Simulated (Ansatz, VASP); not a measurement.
**One calculation of Li4FeN2, two programs**

The input INCAR:

```
PREC = Accurate
ENCUT = 520
EDIFF = 1E-7
ISMEAR = -1
SIGMA = 0.05
LREAL = F
LASPH = T
NELM = 150
ALGO = Normal
ISIF = 2
LWAVE = F
LCHARG = F
ISPIN = 2
MAGMOM = 3 0 0 0 0 0 0
LORBIT = 11
LMAXMIX = 4
GGA = PE
NBANDS = 28
```

File KPOINTS:

```
regular mesh
0
Gamma
  9 9 9
```

The input POSCAR:

```
Li4FeN2
1.0
   -1.8152064937      3.1835671270      4.1011158062
    1.8152064937     -3.1835671270      4.1011158062
    1.8152064937      3.1835671270     -4.1011158062
Fe N Li
1 2 4
Direct
    0.0000000000      0.0000000000      0.0000000000
    0.2231970000      0.2231970000      0.0000000000
    0.7768030000      0.7768030000      0.0000000000
    0.9174160000      0.2516560000      0.6657600000
    0.0825840000      0.7483440000      0.3342400000
    0.4141040000      0.7483440000      0.6657600000
    0.5858960000      0.2516560000      0.3342400000
```

The input input.yaml:

```yaml
crystal:
  lattice:
    - [-1.8152064937, 3.183567127, 4.1011158062]
    - [1.8152064937, -3.183567127, 4.1011158062]
    - [1.8152064937, 3.183567127, -4.1011158062]
  atoms:
    - { symbol: Fe, position: [0.0, 0.0, 0.0], spin: 3.0 }
    - { symbol: "N", position: [0.223197, 0.223197, 0.0] }
    - { symbol: "N", position: [0.776803, 0.776803, 0.0] }
    - { symbol: Li, position: [0.917416, 0.251656, 0.66576] }
    - { symbol: Li, position: [0.082584, 0.748344, 0.33424] }
    - { symbol: Li, position: [0.414104, 0.748344, 0.66576] }
    - { symbol: Li, position: [0.585896, 0.251656, 0.33424] }
hamiltonian:
  xc: pbe
  pseudopotentials: { kind: paw }
magnetization:
  spin_polarized: true
kpoints:
  mp_grid: { grid: [9, 9, 9] }
scf:
  occupations: { method: fermi_dirac, width: 0.05 }
output:
  forces: true
  stress: true
  eigenvalues: true
```

Change from the starting cell: volume scaled by 1.02.

Alike in both runs: task single point; functional PBE; k mesh 9 × 9 × 9; occupations fermi-dirac, width 0.05 eV; collinear spin, ferromagnetic start.

```csv
,VASP,Ansatz
version,VASP 6.6.1,Ansatz 0.2.0
potentials or method,"VASP PAW PBE potentials, release 64 (Fe, N, Li_sv)",Ansatz PAW
plane-wave cutoff (eV),520,420
valence electrons in the cell,30,38
```

|  | VASP | Ansatz | Ansatz less VASP |
| --- | --- | --- | --- |
| gap on the k mesh at the Fermi level (eV) | none | none | - |
| rms of the force components (eV/Å) | 0.066 | 0.087 | +0.0208 |
| net moment per atom (μB) | 0.52 | 0.53 | +0.004 |
| size of the moment on the site where the two differ most (μB) | 3.08 | 2.71 | -0.376 |

Site moments also hang on the region over which each program counts them. Atom by atom the forces differ by 0.025 eV/Å (rms over components). A gap of «none» marks a metal or a gap that the smearing closes. The two sets of potentials don't hold the same shells in valence.

Caveats: a cell with one magnetic atom can't hold antiferromagnetic order, which such compounds often take.
